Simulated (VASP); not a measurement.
Set up this calculation in VASP 6.6.1, as the native input.

```
Task                   : relaxation of cell and atoms
Functional             : PBEsol
Potentials or basis    : VASP PAW PBE potentials, release 64 (Na_pv, Be, Se)
Cutoff                 : 600 eV
k mesh                 : 6 × 6 × 3
Occupations            : fermi-dirac, width 0.05 eV
Spin                   : no spin polarisation
Further INCAR settings : ALGO = Fast; EDIFF = 1e-06; IBRION = 2; EDIFFG = -0.005; NSW = 40; ISIF = 3
```

The structure of NaBe2Se2 lies in POSCAR:

```
NaBe2Se2
1.0
    3.6722800000      0.0000000000      0.0000000000
   -1.8361400000      3.1802800000      0.0000000000
    0.0000000000      0.0000000000      8.0111600000
Na Be Se
1 2 2
Direct
    0.0000000000      0.0000000000      0.5000000000
    0.3333300000      0.6666700000      0.1463900000
    0.3333300000      0.6666700000      0.8536100000
    0.6666700000      0.3333300000      0.2285200000
    0.6666700000      0.3333300000      0.7714800000
```

The cell was built by a generator and needn't be a form met in nature.

One way to write it, as run:

INCAR

```
SYSTEM = NaBe2Se2
ALGO = Fast ; EDIFF = 1E-6
EDIFFG = -0.005 ; ENCUT = 600
GGA = PS ; IBRION = 2
ISIF = 3 ; ISMEAR = -1
LASPH = .TRUE. ; LCHARG = .FALSE.
LREAL = .FALSE. ; LWAVE = .FALSE.
NELM = 60 ; NSW = 40
PREC = Accurate ; SIGMA = 0.05
```

KPOINTS

```
k-points
0
G
  6 6 3
  0 0 0
```

Potentials or basis: VASP PAW PBE potentials, release 64 (Na_pv, Be, Se).

Launch:

```sh
$ cat potpaw_PBE.64/Na_pv/POTCAR potpaw_PBE.64/Be/POTCAR potpaw_PBE.64/Se/POTCAR > POTCAR
$ mpirun -np 1 vasp_std > vasp.out
```

Results of the run:

```
Relaxed volume                         : 18.22 Å³/atom
Relaxed cell                           : a = 3.645 Å, b = 3.645 Å, c = 7.917 Å, α = 90.00°, β = 90.00°, γ = 120.00°
Space group after relaxing (to 0.05 Å) : P-6m2 (No. 187)
Energy gained by relaxing              : 2.4 meV/atom
Ionic steps                            : 13
Pressure after relaxing                : 0.0 GPa
Largest force after relaxing           : 0.003 eV/Å
Band gap on the k mesh                 : none (metal or under the smearing width)
```

Caveat: the PAW data sets were made with another functional, which shifts forces and pressure a little.

Run time: 2 min on 1 thread of Intel(R) Xeon(R) 6975P-C (Granite Rapids) (shared host), peak memory 0.27 GiB.
